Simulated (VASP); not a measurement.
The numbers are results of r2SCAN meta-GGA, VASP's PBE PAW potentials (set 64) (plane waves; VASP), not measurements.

VASP input:

KPOINTS_OPT:
```
k-points along high-symmetry lines
10
Line-mode
Reciprocal
  0.000000   0.000000   0.000000 ! GAMMA
  0.000000   0.500000   0.000000 ! X

  0.000000   0.500000   0.000000 ! X
  0.500000   0.500000   0.000000 ! M

  0.500000   0.500000   0.000000 ! M
  0.000000   0.000000   0.000000 ! GAMMA

  0.000000   0.000000   0.000000 ! GAMMA
  0.500000   0.500000   0.500000 ! R

  0.500000   0.500000   0.500000 ! R
  0.000000   0.500000   0.000000 ! X

  0.500000   0.500000   0.500000 ! R
  0.500000   0.500000   0.000000 ! M
```

### INCAR
```
# general
SYSTEM   =  Pt3Ti
PREC     =  Accurate
ENCUT    =  520
LREAL    =  .FALSE.
LASPH    =  .TRUE.

# electronic loop
EDIFF    =  1E-7
NELM     =  100
ALGO     =  Normal
LMAXMIX  =  6
LMIXTAU  =  .TRUE.

# smearing
ISMEAR   =  -5

# functional
METAGGA  =  R2SCAN

# ions
ISIF     =  2

# output
LWAVE    =  .FALSE.
LCHARG   =  .FALSE.
LORBIT   =  11
NEDOS    =  601

# other
LEFG     =  .TRUE.
```

POSCAR:
```
Pt3Ti
3.9251790
  0.9999998870   0.0000000000   0.0000000000
  0.0000000000   0.9999998870   0.0000000000
  0.0000000000   0.0000000000   0.9999998870
Ti Pt
1 3
Cartesian
  0.0000000000   0.0000000000   0.0000000000
  0.0000000000   0.4999999435   0.4999999435
  0.4999999435   0.0000000000   0.4999999435
  0.4999999435   0.4999999435   0.0000000000
```

File KPOINTS:
```
Automatic mesh
0
Gamma
9 9 9
0 0 0
```

POTCAR, in this order: Ti_sv Pt (PBE.64 set). Program: vasp_std.

What VASP printed:

File OUTCAR:
```
 ion  position               nearest neighbor table
   1  0.000  0.000  0.000-   2 2.78   3 2.78   4 2.78   2 2.78   3 2.78   2 2.78   4 2.78   2 2.78
                             3 2.78   4 2.78   3 2.78   4 2.78
   2  0.000  0.500  0.500-   1 2.78   3 2.78   4 2.78   1 2.78   4 2.78   1 2.78   3 2.78   1 2.78
                             3 2.78   4 2.78   4 2.78   3 2.78
   3  0.500  0.000  0.500-   1 2.78   2 2.78   4 2.78   1 2.78   4 2.78   2 2.78   4 2.78   4 2.78
                             1 2.78   2 2.78   1 2.78   2 2.78
   4  0.500  0.500  0.000-   1 2.78   2 2.78   3 2.78   2 2.78   3 2.78   1 2.78   3 2.78   3 2.78
                             1 2.78   2 2.78   2 2.78   1 2.78
  LATTYP: Found a simple cubic cell.
 ALAT       =     3.9251785566
 Subroutine PRICEL returns:
 Original cell was already a primitive cell.
 Subroutine GETGRP returns: Found 48 space group operations
The static configuration has the point symmetry O_h .
The dynamic configuration has the point symmetry O_h .
 Subroutine INISYM returns: Found 48 space group operations
 Subroutine IBZKPT returns following result:
 Found     35 irreducible k-points:

 Following reciprocal coordinates:
            Coordinates               Weight
  0.000000  0.000000  0.000000      1.000000
  0.111111  0.000000  0.000000      6.000000
  0.222222  0.000000  0.000000      6.000000
...
```

**OSZICAR**
```
       N       E                     dE             d eps       ncg     rms          rms(c)
DAV:   1     0.250467835516E+03    0.25047E+03   -0.22085E+04  1750   0.187E+03
DAV:   2    -0.150496751983E+03   -0.40096E+03   -0.39323E+03  1872   0.468E+02
DAV:   3    -0.185182657121E+03   -0.34686E+02   -0.33581E+02  2648   0.118E+02
DAV:   4    -0.186285597605E+03   -0.11029E+01   -0.11001E+01  2049   0.220E+01
DAV:   5    -0.186332267821E+03   -0.46670E-01   -0.46628E-01  2629   0.423E+00    0.228E+01
DAV:   6    -0.171568052938E+03    0.14764E+02   -0.22170E+01  2466   0.457E+01    0.954E+00
DAV:   7    -0.171802002858E+03   -0.23395E+00   -0.16080E+01  2479   0.268E+01    0.927E+00
DAV:   8    -0.170816508144E+03    0.98549E+00   -0.27925E+00  2370   0.995E+00    0.366E+00
DAV:   9    -0.171278591296E+03   -0.46208E+00   -0.28011E+00  2484   0.108E+01    0.349E+00
DAV:  10    -0.171136171587E+03    0.14242E+00   -0.18418E+00  2469   0.103E+01    0.845E-01
DAV:  11    -0.171143587901E+03   -0.74163E-02   -0.10193E-01  2614   0.198E+00    0.266E-01
DAV:  12    -0.171142847714E+03    0.74019E-03   -0.17257E-03  2143   0.326E-01    0.237E-01
DAV:  13    -0.171139544533E+03    0.33032E-02   -0.75535E-03  2211   0.503E-01    0.271E-01
DAV:  14    -0.171143658291E+03   -0.41138E-02   -0.10628E-02  2270   0.562E-01    0.817E-02
DAV:  15    -0.171143652347E+03    0.59444E-05   -0.36395E-04  2055   0.137E-01    0.757E-02
DAV:  16    -0.171143738121E+03   -0.85774E-04   -0.12929E-04  1981   0.818E-02    0.556E-02
DAV:  17    -0.171143753401E+03   -0.15280E-04   -0.38909E-04  2508   0.133E-01    0.231E-02
DAV:  18    -0.171143747948E+03    0.54530E-05   -0.16593E-05  1952   0.314E-02    0.195E-02
DAV:  19    -0.171143755784E+03   -0.78356E-05   -0.14079E-05  2662   0.239E-02    0.116E-02
DAV:  20    -0.171143760159E+03   -0.43751E-05   -0.15916E-05  2332   0.250E-02    0.318E-03
DAV:  21    -0.171143759029E+03    0.11295E-05   -0.12513E-06  2558   0.895E-03    0.247E-03
DAV:  22    -0.171143760139E+03   -0.11102E-05   -0.10506E-06  2411   0.101E-02    0.155E-03
DAV:  23    -0.171143759825E+03    0.31431E-06   -0.20825E-07  1476   0.400E-03    0.440E-04
DAV:  24    -0.171143759975E+03   -0.14998E-06   -0.41853E-08   903   0.160E-03    0.293E-04
DAV:  25    -0.171143759960E+03    0.15379E-07   -0.90382E-09   902   0.814E-04
   1 F= -.17114376E+03 E0= -.17114376E+03  d E =0.000000E+00
       N       E                     dE             ncg
       N       E                     dE             ncg
```

**OUTCAR**
```
------------------------ aborting loop because EDIFF is reached ----------------------------------------
  FORCE on cell =-STRESS in cart. coord.  units (eV):
  Direction    XX          YY          ZZ          XY          YZ          ZX
  --------------------------------------------------------------------------------------
  Total       -0.0272095     -0.0272095     -0.0272095      0.0000000     -0.0000000      0.0000000
  in kB       -0.7208638     -0.7208638     -0.7208638      0.0000000     -0.0000000      0.0000000
  external PRESSURE =      -0.7208638 kB  Pullay stress =       0.0000000 kB
  volume of cell :       60.48
      direct lattice vectors                 reciprocal lattice vectors
     3.925178557  0.000000000  0.000000000     0.254765480  0.000000000  0.000000000
     0.000000000  3.925178557  0.000000000     0.000000000  0.254765480  0.000000000
     0.000000000  0.000000000  3.925178557     0.000000000  0.000000000  0.254765480
 POSITION                                       TOTAL-FORCE (eV/Angst)
 -----------------------------------------------------------------------------------
      0.00000      0.00000      0.00000         0.000000      0.000000      0.000000
      0.00000      1.96259      1.96259         0.000000      0.000000      0.000000
      1.96259      0.00000      1.96259         0.000000      0.000000      0.000000
      1.96259      1.96259      0.00000         0.000000      0.000000      0.000000
 -----------------------------------------------------------------------------------
    total drift:                                0.000000      0.000000     -0.000000
  FREE ENERGIE OF THE ION-ELECTRON SYSTEM (eV)
  ---------------------------------------------------
  free  energy   TOTEN  =      -171.1437599596 eV

  energy  without entropy=     -171.1437599596  energy(sigma->0) =     -171.14375996

 total charge

# of ion       s       p       d       tot
------------------------------------------
    1        2.205   6.155   1.729  10.089
    2        0.693   0.653   8.069   9.415
    3        0.693   0.653   8.069   9.415
    4        0.693   0.653   8.069   9.415
--------------------------------------------------
tot          4.285   8.113  25.935  38.333

 Electric field gradients after diagonalization (V/A^2)
 (convention: |V_zz| > |V_xx| > |V_yy|)
----------------------------------------------------------------------
 ion       V_xx      V_yy      V_zz     asymmetry (V_yy - V_xx)/ V_zz
----------------------------------------------------------------------
   1      -0.000    -0.000    -0.000      -0.108
   2      29.482    29.482   -58.964       0.000
   3      29.482    29.482   -58.964       0.000
   4      29.482    29.482   -58.964       0.000
```
(Selected blocks of OUTCAR.)

For a metal the tetrahedron method with Blöchl corrections gives inexact stress and forces.

The compound is Pt3Ti in the L1_2 structure. It was relaxed first.
